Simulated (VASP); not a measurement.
Data:

```
ZrSi
1.0
    5.25918     0.00000     0.00000
    0.00000     5.25918     0.00000
    0.00000     0.00000     5.25918
Zr Si
4 4
Direct
  0.14761   0.14761   0.14761
  0.64761   0.35239   0.85239
  0.85239   0.64761   0.35239
  0.35239   0.85239   0.64761
  0.84122   0.84122   0.84122
  0.34122   0.65878   0.15878
  0.15878   0.34122   0.65878
  0.65878   0.15878   0.34122
```

Level of theory: PBEsol GGA, VASP's PBE PAW potentials (set 64) (plane waves; VASP). Settings: 400 eV cut-off, 7×7×7 Γ-centred mesh, tetrahedra with Blöchl corrections, potentials Zr_sv Si.

Problem. Estimate the energy per atom (σ→0), band gap (on the k-mesh) with the smallest direct gap where there is one.

Solution. 
```yaml
band gap (on the k-mesh): none (metal, semimetal or under 0.01 eV)
energy per atom (σ→0): -7.973 eV/atom
```

The absolute energy has meaning only against runs of the same code, potentials and settings.

The structure was generated: ZrSi was put into the FeSi type (P2_13), which need not be its known phase. It was relaxed first, which changed the volume by +7 %.
